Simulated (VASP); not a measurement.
## InCo2N2: single point with PBE

The system is InCo2N2.

```
In Co N
1.0
     2.72596   -1.58055    0.00000
     2.72596    1.58055    0.00000
    -1.95227    0.00000    7.54468
In Co N
1 2 2
Direct
  0.52558 0.49588 0.50449
  0.63935 0.61444 0.88634
  0.36538 0.37466 0.11054
  0.71783 0.71824 0.15769
  0.26944 0.26099 0.84057
```

The cell comes from a database or a generator and needn't be the stable form of this composition.

The cell isn't the ideal one: atoms moved at random, drawn with an rms of 0.05 Å.

| Item | Value |
| --- | --- |
| Program | VASP 6.6.1 |
| Task | single point |
| Functional | PBE |
| Potentials or basis | VASP PAW PBE potentials, release 64 (In_d, Co, N) |
| Cutoff | 520 eV |
| k mesh | 10 × 10 × 4 |
| Occupations | fermi-dirac, width 0.05 eV |
| Spin | collinear spin, ferromagnetic start |
| Starting moments | [0.0, 2.0, 2.0, 0.0, 0.0] μB |

| Quantity | Value |
| --- | --- |
| Pressure | -1.7 GPa |
| Largest force | 0.870 eV/Å |
| Band gap on the k mesh | none (metal or under the smearing width) |
| Net moment | 0.44 μB per cell |
| Site moments | In -0.00; Co +0.18; N +0.03 μB |
| Valence electrons inside the program's atomic spheres | In 11.32; Co 8.57, 8.55; N 3.61, 3.62 |

Forces in eV/Å, atoms in the order of the input:
```
In  -0.011  0.004 -0.102
Co  -0.660  0.421  0.382
Co  -0.164 -0.218 -0.249
N    0.149  0.111 -0.277
N    0.685 -0.318  0.246
```

Stress tensor (GPa, compression positive):
```
-2.50 -0.77 -0.44
-0.77 -0.91  0.04
-0.44  0.04 -1.83
```

Levels at points of the mesh, in eV from the Fermi level:
Spin up:
```csv
k point,band 17,band 18,band 19,band 20,band 21,band 22,band 23,band 24,band 25,band 26
"(0.00, 0.00, 0.00)",-1.60,-1.26,-1.20,1.08,2.21,2.25,2.36,2.51,2.55,4.18
"(0.50, 0.00, 0.00)",-2.17,-1.65,-1.35,-1.26,-0.86,0.07,0.20,0.83,1.06,4.12
"(0.00, 0.50, 0.00)",-2.17,-1.60,-1.26,-1.20,-0.67,-0.05,0.10,0.93,1.17,4.19
"(0.50, 0.50, 0.00)",-1.74,-1.62,-1.24,-1.16,-0.79,-0.66,0.13,0.98,1.04,4.73
"(0.00, 0.00, 0.50)",-2.17,-1.25,-1.20,1.17,1.70,2.25,2.36,2.52,2.58,5.70
"(0.50, 0.00, 0.50)",-1.84,-1.51,-1.27,-1.25,-0.89,-0.82,0.25,0.83,0.93,4.64
"(0.00, 0.50, 0.50)",-1.86,-1.46,-1.22,-1.18,-0.85,-0.67,0.11,0.94,1.09,4.58
"(0.50, 0.50, 0.50)",-2.11,-1.61,-1.24,-1.19,-0.65,0.00,0.18,0.97,1.23,4.18
```
Spin down:
```
           k point  band 17  band 18  band 19  band 20  band 21  band 22  band 23  band 24
(0.00, 0.00, 0.00)    -1.50    -0.98    -0.95     1.15     2.30     2.36     2.48     2.62
(0.50, 0.00, 0.00)    -2.05    -1.59    -1.21    -1.04    -0.74     0.23     0.36     1.00
(0.00, 0.50, 0.00)    -2.06    -1.54    -1.10    -1.00    -0.55     0.16     0.24     1.08
(0.50, 0.50, 0.00)    -1.70    -1.55    -1.05    -0.99    -0.66    -0.54     0.37     1.13
(0.00, 0.00, 0.50)    -2.08    -0.97    -0.94     1.21     1.82     2.37     2.48     2.63
(0.50, 0.00, 0.50)    -1.79    -1.44    -1.13    -1.03    -0.76    -0.69     0.47     0.99
(0.00, 0.50, 0.50)    -1.81    -1.39    -1.06    -0.99    -0.71    -0.55     0.35     1.09
(0.50, 0.50, 0.50)    -2.01    -1.52    -1.05    -1.01    -0.53     0.20     0.31     1.12
```

Run time: 13 min on 1 thread of Intel(R) Xeon(R) Platinum 8488C (Sapphire Rapids), on a shared host, peak memory 0.69 GiB.
